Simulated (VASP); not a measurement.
Consider the following.

```xyz
3
Lattice="2.2088 -3.8257 0.0000 2.2088 3.8257 0.0000 0.0000 0.0000 5.1301" Properties=species:S:1:pos:R:3 pbc="T T T"
Se     0.5010     0.8678     3.4201
Se     3.4156     0.0000     0.0000
Se     0.5010    -0.8678     1.7100
```

These are vdW-DF2, VASP's PBE PAW potentials (set 64) (plane waves; VASP) values and carry that method's errors. Numerical set-up: 520 eV cut-off, 6×6×4 Γ-centred mesh, Gaussian smearing of 0.050 eV, potentials Se.

Question: The ions and cell shape at fixed volume are relaxed. What does this cell relax into?

Answer: 
```xyz
3
Lattice="2.1848 -3.7843 0.0000 2.1848 3.7843 0.0000 0.0000 0.0000 5.2431" Properties=species:S:1:pos:R:3 pbc="T T T"
Se     2.6978    -2.8958     3.4954
Se     3.3437     0.0000     0.0000
Se     2.6978     2.8958     1.7477
```
Space group P3_121 (152), at a tolerance of 0.03 Å.

Question: How much energy does the relaxation gain?

Answer: The energy (σ→0) changes by -10.4 meV/atom, in 6 ionic steps.

```json
[
 {"step": "1", "E(σ→0) (eV)": "-4.8940", "max force (eV/Å)": "0.461", "pressure (GPa)": "3.04", "volume (Å³)": "86.70"},
 {"step": "2", "E(σ→0) (eV)": "-4.9195", "max force (eV/Å)": "0.160", "pressure (GPa)": "1.89", "volume (Å³)": "86.70"},
 {"step": "3", "E(σ→0) (eV)": "-4.9244", "max force (eV/Å)": "0.037", "pressure (GPa)": "1.10", "volume (Å³)": "86.70"},
 {"step": "4", "E(σ→0) (eV)": "-4.9244", "max force (eV/Å)": "0.024", "pressure (GPa)": "1.15", "volume (Å³)": "86.70"},
 {"step": "5", "E(σ→0) (eV)": "-4.9248", "max force (eV/Å)": "0.016", "pressure (GPa)": "1.14", "volume (Å³)": "86.70"},
 {"step": "6", "E(σ→0) (eV)": "-4.9251", "max force (eV/Å)": "0.000", "pressure (GPa)": "1.11", "volume (Å³)": "86.70"}
]
```

The compound is Se in the trig structure. This cell is one point of a volume scan, at 0.94 of the reference volume. Symmetry was kept, so distortions that lower it aren't found.
